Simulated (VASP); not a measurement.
Input of a VASP 6.6.1 run:

INCAR

```
SYSTEM = Ge
ALGO = Fast
EDIFF = 1E-7
EDIFFG = -0.004
ENCUT = 600
GGA = PE
IBRION = 2
ISIF = 3
ISMEAR = 0
LASPH = .True.
LCHARG = .False.
LREAL = .False.
LWAVE = .False.
NELM = 100
NSW = 80
PREC = Accurate
SIGMA = 0.02
```

Contents of KPOINTS:

```
k-points
0
Gamma
  8 8 8
  0 0 0
```

File POSCAR:

```
Ge
1.0
    0.0000000000      2.8289100000      2.8289100000
    2.8289100000      0.0000000000      2.8289100000
    2.8289100000      2.8289100000      0.0000000000
Ge
2
Direct
    0.0000000000      0.0000000000      0.0000000000
    0.2500000000      0.2500000000      0.2500000000
```

Potentials or basis: VASP PAW PBE potentials, release 64 (Ge_d).

Run with:

```bash
$ cat potpaw_PBE.64/Ge_d/POTCAR > POTCAR
$ mpirun -np 1 vasp_std > vasp.out
```

(1) Predict the relaxed volume.

(2) Estimate the space group after relaxing (to 0.05 Å).

(3) Predict the relaxed cell.

Results:

(1) 23.90 Å³/atom.

(2) Fd-3m (No. 227).

(3) a = 4.074 Å, b = 4.074 Å, c = 4.074 Å, α = 60.00°, β = 60.00°, γ = 60.00°.
